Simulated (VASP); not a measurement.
```xyz
6
Lattice="4.5536 0.0000 0.0000 0.0000 4.5536 0.0000 0.0000 0.0000 2.9237" Properties=species:S:1:pos:R:3 pbc="T T T"
Ti     0.0000     0.0000     0.0000
Ti     2.2768     2.2768     1.4618
O      1.3843     1.3843     0.0000
O      3.6611     0.8925     1.4618
O      0.8925     3.6611     1.4618
O      3.1693     3.1693     0.0000
```

These are LDA (Ceperley-Alder, Perdew-Zunger), VASP's LDA PAW potentials (set 64) (plane waves; VASP) values and carry that method's errors. Numerical set-up: 520 eV cut-off, 6×6×8 Γ-centred mesh, tetrahedra with Blöchl corrections, potentials Ti_sv O.

The cores are frozen, which limits the accuracy of field gradients.

Q: Give the principal components of the electric field gradient (V/Å²) and the asymmetry η at each nucleus.

A: 
| atom | Vxx | Vyy | Vzz | η |
|---|---|---|---|---|
| Ti1 | 12.7 | 6.8 | -19.6 | 0.30 |
| Ti2 | 12.7 | 6.8 | -19.6 | 0.30 |
| O3 | -16.7 | -2.2 | 19.0 | 0.77 |
| O4 | -16.7 | -2.2 | 19.0 | 0.77 |
| O5 | -16.7 | -2.2 | 19.0 | 0.77 |
| O6 | -16.7 | -2.2 | 19.0 | 0.77 |

The compound is TiO2 in the rutile structure. It was relaxed first.
